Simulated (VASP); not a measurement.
All values below come from PBE GGA with D4 dispersion, VASP's PBE PAW potentials (set 64) (plane waves; VASP).

VASP input:

**INCAR**
```
LASPH  =  .TRUE.
IVDW  =  13
IBRION  =  2   ! conjugate gradients
SIGMA  =  0.05   ! width (eV)
NELM  =  100   ! most electronic steps
ISIF  =  3   ! ions, shape and volume
LCHARG  =  .FALSE.
LMAXMIX  =  4   ! l cut-off of mixed one-centre charges
ALGO  =  Normal   ! blocked Davidson
GGA  =  PE
PREC  =  Accurate
EDIFF  =  1E-6   ! SCF stop (eV)
LREAL  =  .FALSE.
SYSTEM  =  TiO2
NSW  =  60   ! most ionic steps
LWAVE  =  .FALSE.
ENCUT  =  520   ! plane-wave cut-off (eV)
ISMEAR  =  0
EDIFFG  =  -0.02   ! ionic stop
```

**POSCAR**
```
TiO2
1.0
 -1.8975281534   1.8975281534   4.7804185645
  1.8975281534  -1.8975281534   4.7804185645
  1.8975281534   1.8975281534  -4.7804185645
Ti O
2 4
Cartesian
 -0.0000000000   1.8975281534   2.3902092822
  0.0000000000   0.0000000000   0.0000000000
 -0.0000000000   1.8975281534   0.3989907412
 -0.0000000000   0.0000000000   7.5696185879
  0.0000000000  -0.0000000000   1.9912185411
  0.0000000000   1.8975281534   4.3814278233
```

**KPOINTS**
```
Automatic mesh
0
Gamma
7 7 7
0 0 0
```

POTCAR, in this order: Ti_sv O (PBE.64 set). Program: vasp_std.

Output of the run:

OSZICAR:
```
       N       E                     dE             d eps       ncg     rms          rms(c)
DAV:   1     0.681569138717E+03    0.68157E+03   -0.25107E+04  2240   0.199E+03
DAV:   2     0.504955928922E+02   -0.63107E+03   -0.61070E+03  2404   0.577E+02
DAV:   3    -0.655702072543E+02   -0.11607E+03   -0.11352E+03  3472   0.217E+02
DAV:   4    -0.708995716060E+02   -0.53294E+01   -0.53244E+01  3040   0.495E+01
DAV:   5    -0.711370035696E+02   -0.23743E+00   -0.23737E+00  3156   0.852E+00    0.326E+01
DAV:   6    -0.543728592213E+02    0.16764E+02   -0.12041E+02  2900   0.104E+02    0.122E+01
DAV:   7    -0.539246071790E+02    0.44825E+00   -0.17318E+01  2920   0.329E+01    0.803E+00
DAV:   8    -0.539955220029E+02   -0.70915E-01   -0.40280E+00  2836   0.189E+01    0.387E+00
DAV:   9    -0.538395055473E+02    0.15602E+00   -0.14502E+00  3028   0.106E+01    0.103E+00
DAV:  10    -0.538507699933E+02   -0.11264E-01   -0.10167E-01  2588   0.247E+00    0.348E-01
DAV:  11    -0.538486586135E+02    0.21114E-02   -0.14992E-02  2848   0.782E-01    0.663E-02
DAV:  12    -0.538488389624E+02   -0.18035E-03   -0.11880E-03  3032   0.320E-01    0.891E-02
DAV:  13    -0.538487741207E+02    0.64842E-04   -0.39979E-04  3112   0.166E-01    0.125E-02
DAV:  14    -0.538487781406E+02   -0.40199E-05   -0.17874E-05  3016   0.328E-02    0.638E-03
DAV:  15    -0.538487783873E+02   -0.24668E-06   -0.31301E-06  2136   0.190E-02
   1 F= -.54966588E+02 E0= -.54966588E+02  d E =-.549666E+02
       N       E                     dE             d eps       ncg     rms          rms(c)
DAV:   1    -0.538493604573E+02   -0.58232E-03   -0.70568E-02  2288   0.264E+00    0.219E-01
DAV:   2    -0.538487854256E+02    0.57503E-03   -0.33267E-03  2600   0.570E-01    0.129E-01
DAV:   3    -0.538484003504E+02    0.38508E-03   -0.89012E-04  2612   0.310E-01    0.181E-02
DAV:   4    -0.538484073105E+02   -0.69600E-05   -0.13400E-04  2516   0.116E-01    0.914E-03
DAV:   5    -0.538484074588E+02   -0.14833E-06   -0.73212E-06  2880   0.210E-02
   2 F= -.54966869E+02 E0= -.54966869E+02  d E =-.281718E-03
       N       E                     dE             d eps       ncg     rms          rms(c)
DAV:   1    -0.538483276846E+02    0.79626E-04   -0.13445E-02  2280   0.115E+00    0.954E-02
DAV:   2    -0.538482181923E+02    0.10949E-03   -0.63350E-04  2592   0.249E-01    0.560E-02
DAV:   3    -0.538481451014E+02    0.73091E-04   -0.16858E-04  2608   0.134E-01    0.770E-03
DAV:   4    -0.538481465833E+02   -0.14819E-05   -0.25190E-05  2492   0.493E-02    0.423E-03
DAV:   5    -0.538481466349E+02   -0.51641E-07   -0.98205E-07  1464   0.989E-03
   3 F= -.54966898E+02 E0= -.54966898E+02  d E =-.309884E-03
       N       E                     dE             d eps       ncg     rms          rms(c)
DAV:   1    -0.538482632831E+02   -0.11670E-03   -0.10957E-01  2248   0.260E+00    0.115E-01
DAV:   2    -0.538483853414E+02   -0.12206E-03   -0.33742E-03  2624   0.427E-01    0.664E-02
DAV:   3    -0.538483093608E+02    0.75981E-04   -0.22720E-04  2744   0.130E-01    0.163E-02
DAV:   4    -0.538483074556E+02    0.19052E-05   -0.32551E-05  2876   0.476E-02    0.906E-03
DAV:   5    -0.538483070194E+02    0.43612E-06   -0.38862E-06  2160   0.185E-02
   4 F= -.54967129E+02 E0= -.54967129E+02  d E =-.231735E-03
       N       E                     dE             d eps       ncg     rms          rms(c)
DAV:   1    -0.538482301272E+02    0.77328E-04   -0.29602E-01  2240   0.427E+00    0.190E-01
DAV:   2    -0.538485571840E+02   -0.32706E-03   -0.91088E-03  2624   0.703E-01    0.109E-01
DAV:   3    -0.538483524949E+02    0.20469E-03   -0.62794E-04  2700   0.215E-01    0.275E-02
DAV:   4    -0.538483470257E+02    0.54692E-05   -0.10111E-04  2888   0.847E-02    0.158E-02
DAV:   5    -0.538483458363E+02    0.11894E-05   -0.12662E-05  2952   0.325E-02    0.745E-03
DAV:   6    -0.538483456425E+02    0.19382E-06   -0.89239E-07  1396   0.102E-02
   5 F= -.54967287E+02 E0= -.54967287E+02  d E =-.389338E-03
       N       E                     dE             d eps       ncg     rms          rms(c)
DAV:   1    -0.538531157754E+02   -0.47699E-02   -0.11263E-01  2560   0.338E+00    0.369E-01
DAV:   2    -0.538518754476E+02    0.12403E-02   -0.75548E-03  2992   0.800E-01    0.165E-01
DAV:   3    -0.538514965836E+02    0.37886E-03   -0.27233E-03  2708   0.359E-01    0.488E-02
DAV:   4    -0.538514916942E+02    0.48895E-05   -0.44787E-04  3412   0.114E-01    0.379E-02
DAV:   5    -0.538515005444E+02   -0.88502E-05   -0.21054E-05  2788   0.461E-02    0.213E-02
DAV:   6    -0.538515137655E+02   -0.13221E-04   -0.43523E-05  3788   0.351E-02    0.100E-02
DAV:   7    -0.538515144888E+02   -0.72328E-06   -0.22018E-06  1912   0.105E-02
   6 F= -.54967332E+02 E0= -.54967332E+02  d E =-.446569E-04
```

**OUTCAR**
```
------------------------ aborting loop because EDIFF is reached ----------------------------------------
  Edisp (eV):   -1.11582
  FORCE on cell =-STRESS in cart. coord.  units (eV):
  Direction    XX          YY          ZZ          XY          YZ          ZX
  --------------------------------------------------------------------------------------
  Total      -0.06192    -0.06192    -0.05395     0.00000     0.00000     0.00000
  in kB      -1.43818    -1.43818    -1.25307     0.00000     0.00000     0.00000
  external pressure =       -1.38 kB  Pullay stress =        0.00 kB
  volume of cell :       68.98
      direct lattice vectors                 reciprocal lattice vectors
    -1.893822082  1.893822082  4.808573856     0.000000000  0.264016353  0.103980934
     1.893822082 -1.893822082  4.808573856     0.264016353  0.000000000  0.103980934
     1.893822082  1.893822082 -4.808573856     0.264016353  0.264016353  0.000000000
 POSITION                                       TOTAL-FORCE (eV/Angst)
 -----------------------------------------------------------------------------------
     -0.00000      1.89382      2.40429        -0.000000      0.000000      0.000000
      0.00000      0.00000      9.61715         0.000000     -0.000000      0.000000
     -0.00000      1.89382      0.40874        -0.000000      0.000000      0.000852
      1.89382      1.89382      2.81302         0.000000     -0.000000      0.000852
      1.89382      1.89382     -2.81302         0.000000     -0.000000     -0.000852
      0.00000      1.89382      4.39984        -0.000000      0.000000     -0.000852
 -----------------------------------------------------------------------------------
    total drift:                               -0.000000      0.000000      0.000000
  FREE ENERGIE OF THE ION-ELECTRON SYSTEM (eV)
  ---------------------------------------------------
  free  energy   TOTEN  =       -54.9673315654 eV

  energy  without entropy=      -54.9673315654  energy(sigma->0) =      -54.96733157

 reached required accuracy - stopping structural energy minimisation
```
(Selected blocks of OUTCAR.)

### CONTCAR
```
TiO2
   1.00000000000000
    -1.8938220822309362    1.8938220822309362    4.8085738564567677
     1.8938220822309362   -1.8938220822309362    4.8085738564567677
     1.8938220822309362    1.8938220822309362   -4.8085738564567677
  Ti              O
     2     4
Direct
     0.7500000000000000    0.2500000000000000    0.5000000000000000
     1.0000000000000000    1.0000000000000000    0.0000000000000000
     0.5425008923623925    0.0425008923623924    0.5000000000000000
     0.7925008923623925    0.7925008923623925    1.0000000000000000
     0.2074991076376076    0.2074991076376076    1.0000000000000000
     0.9574991076376075    0.4574991076376075    0.5000000000000000
```

### OUTCAR
```
 val. band max:        3.2975290431   @ k =  -0.4286   0.4286   0.0000

 cond. band min:       5.3938881034   @ k =   0.0000   0.0000   0.0000


 Fermi energy:         3.6574946594

 k-point     1 :       0.0000    0.0000    0.0000
  band No.  band energies     occupation
      1     -53.1422      2.00000
      2     -53.0868      2.00000
      3     -29.5885      2.00000
      4     -29.3603      2.00000
      5     -29.3603      2.00000
      6     -29.2944      2.00000
      7     -29.2944      2.00000
      8     -29.2167      2.00000
      9     -14.3246      2.00000
     10     -13.3112      2.00000
     11     -13.2072      2.00000
     12     -12.8461      2.00000
     13      -0.6246      2.00000
     14      -0.5070      2.00000
     15      -0.5070      2.00000
     16      -0.1318      2.00000
     17       1.2565      2.00000
     18       1.2565      2.00000
     19       1.3038      2.00000
     20       2.4976      2.00000
     21       2.4976      2.00000
     22       2.5007      2.00000
     23       2.8394      2.00000
     24       2.8394      2.00000
     25       5.3939      0.00000
     26       6.0921      0.00000
     27       7.2532      0.00000
     28       7.2536      0.00000

 k-point     2 :       0.1429    0.0000   -0.0000
  band No.  band energies     occupation
      1     -53.1398      2.00000
      2     -53.0884      2.00000
      3     -29.5832      2.00000
      4     -29.3846      2.00000
      5     -29.3620      2.00000
      6     -29.3044      2.00000
      7     -29.2915      2.00000
      8     -29.2182      2.00000
      9     -14.2192      2.00000
     10     -13.2567      2.00000
     11     -13.1746      2.00000
     12     -12.8258      2.00000
     13      -0.8116      2.00000
     14      -0.6218      2.00000
     15      -0.4889      2.00000
     16      -0.1433      2.00000
     17       1.1547      2.00000
     18       1.2261      2.00000
     19       1.4297      2.00000
     20       2.0720      2.00000
...
```

The compound is TiO2 in the anatase structure, one of several forms; rutile is the usual stable one. This run relaxes it. Symmetry was kept, so distortions that lower it aren't found. The start is the result of an earlier pass.
